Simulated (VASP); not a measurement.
Energy against volume of KTaO$_{3}$ (cubic perovskite). The numbers are results of PBE GGA with D3 dispersion (Becke-Johnson damping), VASP's PBE PAW potentials (set 64) (plane waves; VASP), not measurements. Numerical set-up: 520 eV cut-off, 6×6×6 Γ-centred mesh, Gaussian smearing of 0.050 eV, potentials K_sv Ta_pv O.

```json
[
 {"V (Å³/atom)": "12.107", "E (eV/atom)": "-8.41137"},
 {"V (Å³/atom)": "12.493", "E (eV/atom)": "-8.43602"},
 {"V (Å³/atom)": "12.879", "E (eV/atom)": "-8.44392"},
 {"V (Å³/atom)": "13.266", "E (eV/atom)": "-8.43760"}
]
```

Fit these four points and predict the energy of the run at 13.652 Å³/atom.

A cubic in V^(−2/3), the third-order Birch-Murnaghan form, passes through the four points with V0 = 12.89 Å³/atom and B0 = 195 GPa, and gives -8.4193 eV/atom there. The run gave -8.4193 eV/atom, -0.0 meV/atom from the fit; all five points give B0 = 195 GPa.

The compound is KTaO3 in the cubic perovskite structure. It was relaxed first.
